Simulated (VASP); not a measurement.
## HfAlO: relaxation of cell and atoms with PBE

The system is HfAlO.

```xyz
6
Lattice="3.7166 0.0000 0.0000 0.0000 3.7166 0.0000 0.0000 0.0000 5.2561" Properties=species:S:1:pos:R:3 pbc="T T T"
Hf    1.8583    1.8583    1.3140
Hf    1.8583    1.8583    3.9421
Al    0.0000    0.0000    3.9421
Al    0.0000    0.0000    1.3140
O     0.0000    1.8583    0.0000
O     1.8583    0.0000    2.6281
```

The cell was built by a generator and needn't be a form met in nature.

```json
{
 "Program": "VASP 6.6.1",
 "Task": "relaxation of cell and atoms",
 "Functional": "PBE",
 "Potentials or basis": "VASP PAW PBE potentials, release 64 (Hf_pv, Al, O)",
 "Cutoff": "600 eV",
 "k mesh": "6 × 6 × 4",
 "Occupations": "gaussian, width 0.1 eV",
 "Spin": "no spin polarisation",
 "Dipole correction": "no",
 "Further INCAR settings": "ALGO = Normal; EDIFF = 1e-06; IBRION = 2; EDIFFG = -0.04; NSW = 90; ISIF = 3"
}
```

The relaxed volume is 15.09 Å³/atom. The relaxed cell is a = 3.948 Å, b = 3.948 Å, c = 5.807 Å, α = 90.00°, β = 90.00°, γ = 90.00°, the space group after relaxing (to 0.05 Å) is P4_2/mmc (No. 131) and the energy gained by relaxing is 280.5 meV/atom. The ionic steps are 8 and the pressure after relaxing is -0.3 GPa. The band gap on the k mesh is none (metal or under the smearing width).

The path:
| step | energy change (eV) | largest force (eV/Å) | pressure (GPa) | volume (Å³) |
| --- | --- | --- | --- | --- |
| 1 | 0.0000 | 0.0000 | 36.38 | 72.60 |
| 2 | -0.9890 | 0.0000 | -12.78 | 105.46 |
| 3 | -1.6687 | 0.0000 | -0.21 | 90.28 |
| 4 | -1.6683 | 0.0000 | 0.26 | 89.90 |
| 5 | -1.6797 | 0.0000 | 0.42 | 89.83 |
| 6 | -1.6825 | 0.0000 | 0.58 | 89.77 |
| 7 | -1.6825 | 0.0000 | 0.59 | 89.77 |
| 8 | -1.6832 | 0.0000 | -0.31 | 90.53 |

Final structure:
```cif
data_structure
_symmetry_space_group_name_H-M 'P 1'
_symmetry_Int_Tables_number 1
_cell_length_a 3.9483
_cell_length_b 3.9483
_cell_length_c 5.8072
_cell_angle_alpha 90.000
_cell_angle_beta 90.000
_cell_angle_gamma 90.000
_cell_volume 90.53
loop_
_atom_site_label
_atom_site_type_symbol
_atom_site_fract_x
_atom_site_fract_y
_atom_site_fract_z
_atom_site_occupancy
Hf1 Hf 0.50000 0.50000 0.25000 1
Hf2 Hf 0.50000 0.50000 0.75000 1
Al1 Al 0.00000 0.00000 0.75000 1
Al2 Al 0.00000 0.00000 0.25000 1
O1 O 0.00000 0.50000 0.00000 1
O2 O 0.50000 0.00000 0.50000 1
```

Levels at points of the mesh, in eV from the Fermi level:
| k point | band 16 | band 17 | band 18 | band 19 | band 20 | band 21 | band 22 | band 23 |
| --- | --- | --- | --- | --- | --- | --- | --- | --- |
| (0.00, 0.00, 0.00) | -2.73 | -2.10 | -0.05 | 0.43 | 1.43 | 1.79 | 2.58 | 2.58 |
| (0.50, 0.00, 0.00) | -2.55 | -0.96 | -0.80 | -0.74 | -0.46 | -0.25 | 1.00 | 1.81 |
| (0.50, 0.50, 0.00) | -2.49 | -2.49 | -0.35 | -0.22 | 1.90 | 2.23 | 2.23 | 2.67 |
| (0.00, 0.00, 0.50) | -3.28 | -0.99 | -0.99 | 0.89 | 0.89 | 1.71 | 1.71 | 1.96 |
| (0.50, 0.00, 0.50) | -1.63 | -1.39 | -0.74 | -0.37 | 0.62 | 0.77 | 1.19 | 1.28 |
| (0.50, 0.50, 0.50) | -2.06 | -1.52 | -1.52 | 1.32 | 1.32 | 1.56 | 1.56 | 1.99 |

Wall time 4.7 min on 1 thread of Intel(R) Xeon(R) Platinum 8259CL CPU @ 2.50GHz (Skylake/Cascade Lake), with other jobs on the host, peak memory 0.23 GiB.

Caveat: the volume moved by over 15 % at a fixed basis, so the end points are rough. The run has no spin-orbit coupling, so splittings on Hf are missing.
